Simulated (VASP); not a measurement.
The input files of a VASP run:

File POSCAR:
```
GdN
1
    0.0000000000     2.4900000000     2.4900000000
    2.4900000000     0.0000000000     2.4900000000
    2.4900000000     2.4900000000     0.0000000000
Gd N
1 1
Direct
  0.0000000000   0.0000000000   0.0000000000
  0.5000000000   0.5000000000   0.5000000000
```

**KPOINTS**
```
k-points along high-symmetry lines
6
Line-mode
Reciprocal
  0.000000   0.000000   0.000000 ! GAMMA
  0.500000   0.000000   0.500000 ! X

  0.500000   0.000000   0.500000 ! X
  0.625000   0.250000   0.625000 ! U

  0.375000   0.375000   0.750000 ! K
  0.000000   0.000000   0.000000 ! GAMMA

  0.000000   0.000000   0.000000 ! GAMMA
  0.500000   0.500000   0.500000 ! L

  0.500000   0.500000   0.500000 ! L
  0.500000   0.250000   0.750000 ! W

  0.500000   0.250000   0.750000 ! W
  0.500000   0.000000   0.500000 ! X
```

INCAR:
```
SYSTEM = GdN
PREC = Accurate
ENCUT = 520
EDIFF = 1E-6
NELM = 100
ALGO = Normal
LREAL = .FALSE.
LASPH = .TRUE.
ISMEAR = 0
SIGMA = 0.05
GGA = PE
LMAXMIX = 6
LWAVE = .FALSE.
LCHARG = .FALSE.
ISIF = 2
```

POTCAR, in this order: Gd_3 N (PBE.64 set). Program: vasp_std.

The resulting files:

standard output:
```
 POSCAR found type information on POSCAR GdN
 POSCAR found :  2 types and       2 ions
 Reading from existing POTCAR
 Reading from existing POTCAR
 LDA part: xc-table for (Slater+PW92), standard interpolation
 POSCAR, INCAR and KPOINTS ok, starting setup
 WAVECAR not read
 entering main loop
       N       E                     dE             d eps       ncg     rms          rms(c)
DAV:   1     0.472058527588E+02    0.47206E+02   -0.69414E+03   792   0.118E+03
DAV:   2    -0.141526362341E+02   -0.61358E+02   -0.57168E+02  1119   0.242E+02
DAV:   3    -0.166882495277E+02   -0.25356E+01   -0.25101E+01   997   0.410E+01
DAV:   4    -0.167238267868E+02   -0.35577E-01   -0.35466E-01   994   0.450E+00
DAV:   5    -0.167245439430E+02   -0.71716E-03   -0.71694E-03  1074   0.500E-01    0.312E+01
DAV:   6    -0.140150810078E+02    0.27095E+01   -0.27729E+01   918   0.295E+01    0.310E+01
DAV:   7    -0.135573351647E+02    0.45775E+00   -0.22442E+00   922   0.940E+00    0.209E+01
DAV:   8    -0.135732959395E+02   -0.15961E-01   -0.20072E-01   946   0.404E+00    0.697E+00
DAV:   9    -0.135560685930E+02    0.17227E-01   -0.58804E-02  1026   0.147E+00    0.596E-01
DAV:  10    -0.135560867684E+02   -0.18175E-04   -0.17975E-03   922   0.380E-01    0.838E-02
DAV:  11    -0.135560894245E+02   -0.26561E-05   -0.38442E-05  1032   0.599E-02    0.221E-02
DAV:  12    -0.135560905338E+02   -0.11092E-05   -0.41064E-06   959   0.231E-02    0.121E-02
DAV:  13    -0.135560904020E+02    0.13179E-06   -0.53366E-07   588   0.557E-03
   1 F= -.13556090E+02 E0= -.13552454E+02  d E =-.727291E-02
```

File OUTCAR:
```
------------------------ aborting loop because EDIFF is reached ----------------------------------------
  FORCE on cell =-STRESS in cart. coord.  units (eV):
  Direction    XX          YY          ZZ          XY          YZ          ZX
  --------------------------------------------------------------------------------------
  Total        2.5191511      2.5191511      2.5191511     -0.0000000     -0.0000000      0.0000000
  in kB      130.7184099    130.7184099    130.7184099     -0.0000000     -0.0000000      0.0000000
  external PRESSURE =     130.7184099 kB  Pullay stress =       0.0000000 kB
  volume of cell :       30.88
      direct lattice vectors                 reciprocal lattice vectors
     0.000000000  2.490000000  2.490000000    -0.200803213  0.200803213  0.200803213
     2.490000000  0.000000000  2.490000000     0.200803213 -0.200803213  0.200803213
     2.490000000  2.490000000  0.000000000     0.200803213  0.200803213 -0.200803213
 POSITION                                       TOTAL-FORCE (eV/Angst)
 -----------------------------------------------------------------------------------
      0.00000      0.00000      0.00000        -0.000000     -0.000000     -0.000000
      2.49000      2.49000      2.49000         0.000000      0.000000      0.000000
 -----------------------------------------------------------------------------------
    total drift:                                0.000000      0.000000      0.000000
  FREE ENERGIE OF THE ION-ELECTRON SYSTEM (eV)
  ---------------------------------------------------
  free  energy   TOTEN  =       -13.5560904020 eV

  energy  without entropy=      -13.5488174915  energy(sigma->0) =      -13.55245395
```
(Selected blocks of OUTCAR.)

Problem. The run ends quietly. Is anything wrong with it?

Solution. The cause: a line-mode KPOINTS file was used for a self-consistent run. The run ends without an error. Against the sound run, the energy per atom (σ→0) rises by 1.303 eV/atom; the pressure goes up by 12.89 GPa. To mend it, correct KPOINTS.
### KPOINTS
```
Automatic mesh
0
Gamma
7 7 7
0 0 0
```
The mended run (PBE GGA, plane waves, VASP's PBE PAW potentials (set 64)) converges, and its OSZICAR ends with
```
   1 F= -.16159022E+02 E0= -.16158817E+02  d E =-.410122E-03
```

The compound is GdN in the rock salt structure. The cell was not relaxed at this level. The 4f electrons are frozen in the core of the lanthanide potential, so 4f levels, which can set the real gap, and their magnetism are missing.
